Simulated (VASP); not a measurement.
Input:

```
Sb
1.0
    4.45358    -2.19146     0.14218
    4.45358     2.19146     0.14218
    3.26020     0.00000     3.74542
Sb
2
Direct
  0.22613   0.22613   0.22613
  0.77387   0.77387   0.77387
```

These are vdW-DF2, VASP's PBE PAW potentials (set 64) (plane waves; VASP) values and carry that method's errors. Settings: 520 eV cut-off, 10×10×10 Γ-centred mesh, first-order Methfessel-Paxton smearing of 0.10 eV, potentials Sb.

Problem. The ions and cell shape at fixed volume are relaxed. Predict the relaxed structure.

Solution. 
```
Sb
1.0
    4.31807    -2.23106     0.07321
    4.31807     2.23106     0.07321
    3.10312     0.00000     3.74156
Sb
2
Direct
  0.22914   0.22914   0.22914
  0.77086   0.77086   0.77086
```
Space group R-3m (166), at a tolerance of 0.03 Å.

Problem. How much energy does the relaxation gain?

Solution. The energy (σ→0) changes by -9.2 meV/atom, in 7 ionic steps.

The compound is Sb in the a7 structure. This cell is one point of a volume scan, at 0.94 of the reference volume. Symmetry was kept, so distortions that lower it aren't found.
